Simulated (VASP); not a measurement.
Computed with PBE GGA, VASP's PBE PAW potentials (set 64) (plane waves; VASP).

VASP input:

### POSCAR
```
HfB2
1
    0.0000000000     3.7783760000     3.9079010000
    2.1937810000     0.0000000000     3.9079010000
    2.1937810000     3.7783760000     0.0000000000
B Hf
4 2
Direct
  0.6635000000   0.3365000000   0.6635000000
  0.3365000000   0.6635000000   0.3365000000
  0.5865000000   0.9135000000   0.5865000000
  0.9135000000   0.5865000000   0.9135000000
  0.0000000000   0.0000000000   0.0000000000
  0.2500000000   0.2500000000   0.2500000000
```

**KPOINTS**
```
Automatic mesh
0
Gamma
6 6 6
0 0 0
```

**INCAR**
```
! general
SYSTEM   =  HfB2
PREC     =  Accurate
ENCUT    =  400
LREAL    =  .False.   ! projection in real space or not
LASPH    =  .True.   ! aspherical one-centre terms

! electronic loop
EDIFF    =  1E-6   ! SCF stop (eV)
NELM     =  100   ! most electronic steps
ALGO     =  Normal   ! blocked Davidson
LMAXMIX  =  6   ! l cut-off of mixed one-centre charges

! smearing
ISMEAR   =  -1   ! Fermi-Dirac
SIGMA    =  0.136

! functional
GGA      =  PE   ! PBE

! ions
ISIF     =  2

! output
LWAVE    =  .False.
LCHARG   =  .False.
```

POTCAR, in this order: B Hf_pv (PBE.64 set). Program: vasp_std.

Output

OSZICAR:
```
       N       E                     dE             d eps       ncg     rms          rms(c)
DAV:   1     0.902186367383E+02    0.90219E+02   -0.14633E+04  1880   0.125E+03
DAV:   2    -0.384124166058E+02   -0.12863E+03   -0.12331E+03  2324   0.288E+02
DAV:   3    -0.437872063081E+02   -0.53748E+01   -0.50188E+01  2316   0.432E+01
DAV:   4    -0.438917234932E+02   -0.10452E+00   -0.10345E+00  2248   0.596E+00
DAV:   5    -0.438937244105E+02   -0.20009E-02   -0.19997E-02  2216   0.707E-01    0.944E+01
DAV:   6    -0.422238840541E+02    0.16698E+01   -0.55951E+00  2048   0.113E+01    0.615E+01
DAV:   7    -0.421496838006E+02    0.74200E-01   -0.12832E+00  2356   0.657E+00    0.425E+00
DAV:   8    -0.421068796831E+02    0.42804E-01   -0.24492E-01  2064   0.260E+00    0.126E+00
DAV:   9    -0.421058026138E+02    0.10771E-02   -0.11240E-02  2192   0.716E-01    0.113E+00
DAV:  10    -0.421057745768E+02    0.28037E-04   -0.54761E-04  2148   0.144E-01    0.169E-01
DAV:  11    -0.421057780091E+02   -0.34323E-05   -0.15999E-05  2292   0.266E-02    0.584E-02
DAV:  12    -0.421057766199E+02    0.13893E-05   -0.20294E-06  1444   0.982E-03    0.152E-02
DAV:  13    -0.421057767559E+02   -0.13600E-06   -0.33031E-07  1192   0.415E-03
   1 F= -.42105777E+02 E0= -.41973690E+02  d E =-.264174E+00
```

### OUTCAR
```
------------------------ aborting loop because EDIFF is reached ----------------------------------------
  FORCE on cell =-STRESS in cart. coord.  units (eV):
  Direction    XX          YY          ZZ          XY          YZ          ZX
  --------------------------------------------------------------------------------------
  Total        4.8829902      5.8477347     13.9973372      0.0000000      0.0000000      0.0000000
  in kB      120.7603726    144.6192975    346.1656847      0.0000000      0.0000000      0.0000000
  external PRESSURE =     203.8484516 kB  Pullay stress =       0.0000000 kB
  volume of cell :       64.78
      direct lattice vectors                 reciprocal lattice vectors
     0.000000000  3.778376000  3.907901000    -0.227917007  0.132331986  0.127945923
     2.193781000  0.000000000  3.907901000     0.227917007 -0.132331986  0.127945923
     2.193781000  3.778376000  0.000000000     0.227917007  0.132331986 -0.127945923
 POSITION                                       TOTAL-FORCE (eV/Angst)
 -----------------------------------------------------------------------------------
      2.19378      5.01390      3.90790         0.000000     -0.674279      0.000000
      2.19378      2.54285      3.90790         0.000000      0.674279      0.000000
      3.29067      4.43204      5.86185         0.000000      0.674279      0.000000
      3.29067      6.90309      5.86185         0.000000     -0.674279      0.000000
      0.00000      0.00000      0.00000        -0.000000     -0.000000     -0.000000
      1.09689      1.88919      1.95395         0.000000      0.000000      0.000000
 -----------------------------------------------------------------------------------
    total drift:                                0.000000      0.000000      0.000000
  FREE ENERGIE OF THE ION-ELECTRON SYSTEM (eV)
  ---------------------------------------------------
  free  energy   TOTEN  =       -42.1057767559 eV

  energy  without entropy=      -41.8416028589  energy(sigma->0) =      -41.97368981
```
(Selected blocks of OUTCAR.)

At this cut-off the stress carries a Pulay error, which pulls relaxed volumes low.

The structure was generated: HfB2 was put into an ordered model structure, which need not be its known phase. The cell was not relaxed at this level, and its volume differs by -5.9 % from the start's. The k-mesh is coarse (spacing up to 0.31 per Å, 2π included), so the numbers may not be converged in it.
